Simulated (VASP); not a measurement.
## NaTl2MoI6: single point with PBE

NaTl2MoI6:

```
Tl I Na Mo
1.0
     6.44951   -0.41918    0.96071
    -0.07641    7.30054    0.77241
     0.21540    0.33643    8.14788
Tl I Na Mo
2 6 1 1
Direct
  0.96059 0.60056 0.60682
  0.25576 0.33718 0.19751
  0.33814 0.88607 0.23925
  0.94245 0.04644 0.62507
  0.50327 0.67952 0.65105
  0.67518 0.24794 0.93745
  0.73074 0.41410 0.32263
  0.06000 0.72778 0.95263
  0.80023 0.96556 0.26927
  0.60959 0.87791 0.85732
```

The cell was built by a generator and needn't be a form met in nature.

| Property | Result |
| --- | --- |
| Program | VASP 6.6.1 |
| Task | single point |
| Functional | PBE |
| Potentials or basis | VASP PAW PBE potentials, release 64 (Tl_d, I, Na_pv, Mo_sv) |
| Cutoff | 520 eV |
| k mesh | 3 × 2 × 2 |
| Occupations | gaussian, width 0.1 eV |
| Spin | no spin polarisation |
| Dipole correction | no |
| Further INCAR settings | ALGO = Fast; EDIFF = 1e-06; NBANDS = 56 |

```
Pressure               : 1.8 GPa
Largest force          : 2.442 eV/Å
Band gap on the k mesh : none (metal or under the smearing width)
```

Forces on the atoms (eV/Å):
```
Tl   0.778 -0.555 -0.179
Tl   0.121  0.279  0.091
I    0.434 -0.355 -0.214
I   -0.073 -0.091 -0.707
I   -0.586 -0.270 -0.710
I   -0.310 -0.611 -0.404
I   -0.381 -0.133  0.010
I   -0.874  0.382  0.243
Na   0.027  0.023  0.014
Mo   0.864  1.330  1.857
```

Stress tensor (GPa, compression positive):
```
 0.54 -0.10  0.19
-0.10  1.23  0.17
 0.19  0.17  3.57
```

Levels at points of the mesh, in eV from the Fermi level:
```csv
k point,band 43,band 44,band 45,band 46,band 47,band 48
"(0.00, 0.00, 0.00)",-0.69,-0.08,-0.03,0.18,0.33,1.23
"(0.00, 0.50, 0.00)",-0.83,-0.18,-0.04,0.08,0.42,1.12
"(0.00, 0.00, 0.50)",-0.74,-0.10,-0.06,0.08,0.20,1.54
"(0.00, 0.50, 0.50)",-0.71,-0.14,-0.02,0.11,0.39,1.36
```

Wall time 2.4 min on 1 thread of AMD EPYC 9R45 96-Core Processor (Zen 5) (shared host), peak memory 0.49 GiB.

Caveat: the k mesh is coarse (spacing up to 0.43 Å⁻¹), so the values aren't converged; an odd number of electrons without spin polarisation forces a metal; a magnetic or distorted state may lie lower. Spin-orbit coupling is left out, which matters for the levels of I, Tl.
